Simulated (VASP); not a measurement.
Consider the following.

```xyz
1
Lattice="-3.1196 3.1196 3.1196 3.1196 -3.1196 3.1196 3.1196 3.1196 -3.1196" Properties=species:S:1:pos:R:3 pbc="T T T"
Cs     0.0000     0.0000     0.0000
```

Calculation: revPBE GGA, VASP's PBE PAW potentials (set 64) (plane waves; VASP). Settings: 520 eV cut-off, 8×8×8 Γ-centred mesh, first-order Methfessel-Paxton smearing of 0.10 eV, potentials Cs_sv.

Q: The job: Cs (bcc), 1 atom, revPBE, static run, 520 eV, 8×8×8 Γ-centred mesh. Roughly how much core time does it take on a busy server core?

A: About 10 core-seconds (one run on a shared machine, a rough figure). It had 29 irreducible k-points, 8 bands, up to 3319 plane waves and 11 electronic steps.

The compound is Cs in the bcc structure. This cell is one point of a volume scan, at 0.94 of the reference volume.
